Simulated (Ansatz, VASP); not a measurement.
# One calculation of Al4Te, two programs

```xyz
5
Lattice="3.5887 0.0000 0.0000 0.0000 3.5887 0.0000 0.0000 0.0000 8.6124" Properties=species:S:1:pos:R:3 pbc="T T T"
Al    0.0000    0.0000    2.9793
Al    0.0000    0.0000    5.6331
Al    1.7943    1.7943    1.8035
Al    1.7943    1.7943    6.8089
Te    0.0000    0.0000    0.0000
```

Change from the starting cell: ordered superstructure of sc with vacancies (P4/mmm, No. 123).

Alike in both runs: functional PBE; k mesh 6 × 6 × 4; occupations gaussian, width 0.1 eV; no spin polarisation.

Ansatz relaxed the structure, and its values are those at the end. VASP's run is a single point on that final structure, the one shown.

|  | VASP | Ansatz |
| --- | --- | --- |
| version | VASP 6.6.1 | Ansatz 0.2.0 |
| potentials or method | VASP PAW PBE potentials, release 64 (Al, Te) | scalar-relativistic, plane waves, PAW |
| plane-wave cutoff (eV) | 520 | 420 |
| valence electrons in the cell | 18 | 28 |

|  | VASP | Ansatz | Ansatz less VASP |
| --- | --- | --- | --- |
| gap on the k mesh at the Fermi level (eV) | none | none | - |
| pressure (GPa) | 0.0 | 0.0 | +0.01 |
| rms of the force components (eV/Å) | 0.005 | 0.005 | -0.0002 |

A gap of «none» marks a metal or a gap that the smearing closes. With one functional, cell and mesh, what is left measures potentials, basis and numerics. The two sets of potentials don't hold the same shells in valence.

The runs have no spin-orbit coupling, so splittings on Te are missing.
